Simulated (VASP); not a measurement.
```xyz
2
Lattice="0.0000 2.4482 2.4482 2.4482 0.0000 2.4482 2.4482 2.4482 0.0000" Properties=species:S:1:pos:R:3 pbc="T T T"
Y      0.0000     0.0000     0.0000
N      2.4482     2.4482     2.4482
```

Level of theory: r2SCAN meta-GGA, VASP's PBE PAW potentials (set 64) (plane waves; VASP). Run with 600 eV cut-off, 8×8×8 Γ-centred mesh, Gaussian smearing of 0.050 eV, potentials Y_sv N.

Energy and stress use the plane-wave basis of the starting cell.

Question: The ions, cell shape and volume at an external pressure of 5.0 GPa are relaxed. What does this cell relax into?

Answer: 
```xyz
2
Lattice="0.0000 2.4261 2.4261 2.4261 0.0000 2.4261 2.4261 2.4261 0.0000" Properties=species:S:1:pos:R:3 pbc="T T T"
Y      0.0000     0.0000     0.0000
N      2.4261     2.4261     2.4261
```
Space group Fm-3m (225), at a tolerance of 0.03 Å.

Question: How do energy and volume change from the first to the last step?

Answer: The energy (σ→0) changes by +6.0 meV/atom and the volume by -2.7 %, in 3 ionic steps.

```csv
step,E(σ→0) (eV),max force (eV/Å),pressure (GPa),volume (Å³)
1,-33.4419,0.000,0.05,29.35
2,-33.3694,0.000,13.00,27.46
3,-33.4299,0.000,4.95,28.56
```

The compound is YN in the rock salt structure. This run relaxes it under an external pressure of 5 GPa. Symmetry was kept, so distortions that lower it aren't found.
